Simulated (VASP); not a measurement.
Consider the following.

```xyz
4
Lattice="3.2451 0.0000 0.0000 -1.6225 2.8103 0.0000 0.0000 0.0000 5.2798" Properties=species:S:1:pos:R:3 pbc="T T T"
Ga     1.6225     0.9368     2.6350
Ga     0.0000     1.8735     5.2749
N      1.6225     0.9368     4.6247
N      0.0000     1.8735     1.9848
```

Level of theory: PBE GGA, VASP's PBE PAW potentials (set 64) (plane waves; VASP). Settings: PREC = Normal, EDIFF = 1E-5, 400 eV cut-off, 9×9×5 Γ-centred mesh, Gaussian smearing of 0.050 eV, potentials Ga N.

At this cut-off the stress carries a Pulay error, which pulls relaxed volumes low.

Task: Predict the energy per atom (σ→0), pressure, band gap (on the k-mesh) with the smallest direct gap where there is one.

Result: 
```
Item                                                 Result
-----------------------------------  ----------------------
band gap (on the k-mesh)                            1.63 eV
smallest direct gap (on the k-mesh)                 1.63 eV
energy per atom (σ→0)                -587.5 kJ/mol of atoms
pressure                                          -2.52 GPa
```

The structure comes from a computed database's GaN entry (P6_3mc); how it stands against other phases isn't given here. It was relaxed first, which changed the volume by +5 %.
